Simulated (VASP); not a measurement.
Equation of state of NaRu under PBE

```
Na Ru
1.0
     3.30308    0.00000    0.00000
     0.00000    3.30308    0.00000
     0.00000    0.00000    3.30308
Na Ru
1 1
Direct
  0.50000 0.50000 0.50000
  0.00000 0.00000 0.00000
```

The cell comes from a database or a generator and needn't be the stable form of this composition.

The cell was scaled at fixed shape and fractions and run with VASP, PBE PAW files Na_pv, Ru_pv, 520 eV; PBE, k mesh 8 × 8 × 8 on the cell of 2 atoms, fermi-dirac occupations of 0.05 eV, no spin polarisation, no spin-orbit coupling. Energies are those that the program minimises, any entropy of the smearing included. For a metal such a mesh isn't converged to the digits shown.

```tsv
V (Å³/atom)	energy over the lowest row (meV/atom)
16.9377	0.22
17.2981	0.00
17.6585	2.68
18.0189	?
18.3792	15.39
18.7396	24.89
19.1000	36.16
```

**Question.** Fit the third-order Birch-Murnaghan form, give V0, B0 and B′, and predict the energy left open.

**Answer.** With y = (V0/V)^(2/3), E = E0 + (9 V0 B0/16) [(y - 1)³ B′ + (y - 1)² (6 - 4y)]. Least squares through the rows shown give V0 = 17.1414 Å³/atom, E0 = -0.28 meV, B0 = 64.24 GPa (1 eV/Å³ = 160.218 GPa) and B′ = 4.77, with a largest miss of 0.01 meV. At V = 18.0189 the form with these constants gives 7.90 meV; the run gave 7.91 meV an atom.
